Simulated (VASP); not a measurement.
```yaml
crystal:
  lattice:
    - [3.21437, 0.00000, 0.00000]
    - [-1.60718, 2.78372, 0.00000]
    - [0.00000, 0.00000, 3.54533]
  atoms:
    - { symbol: W, position: [0.00000, 0.00000, 0.00000] }
    - { symbol: Ge, position: [0.66667, 0.33333, 0.50000] }
```

The numbers are results of r2SCAN meta-GGA, VASP's PBE PAW potentials (set 64) (plane waves; VASP), not measurements. Run with 400 eV cut-off, 15×15×12 Γ-centred mesh, tetrahedra with Blöchl corrections, potentials W_sv Ge_d.

Give the energies of bands 11 to 17 at the high-symmetry points, in eV from the Fermi level.

| band | Γ | M | K | A | L | H |
|---|---|---|---|---|---|---|
| 11 | -3.59 | -6.41 | -5.79 | -8.04 | -5.13 | -5.45 |
| 12 | -1.58 | -3.38 | -4.12 | -0.64 | -4.23 | -4.29 |
| 13 | -1.58 | -2.87 | -3.01 | -0.64 | -2.41 | -2.14 |
| 14 | 0.04 | 0.55 | -0.92 | -0.48 | -0.83 | -1.23 |
| 15 | 1.20 | 1.72 | 1.54 | -0.48 | 1.91 | 2.00 |
| 16 | 1.20 | 3.23 | 1.91 | 0.90 | 2.96 | 3.67 |
| 17 | 7.52 | 4.12 | 2.41 | 6.79 | 5.27 | 5.14 |

It has no gap at this level: it comes out as a metal or semimetal.

The structure was generated: GeW was put into the WC type (P-6m2), which need not be its known phase. It was relaxed first, which changed the volume by -16 %.
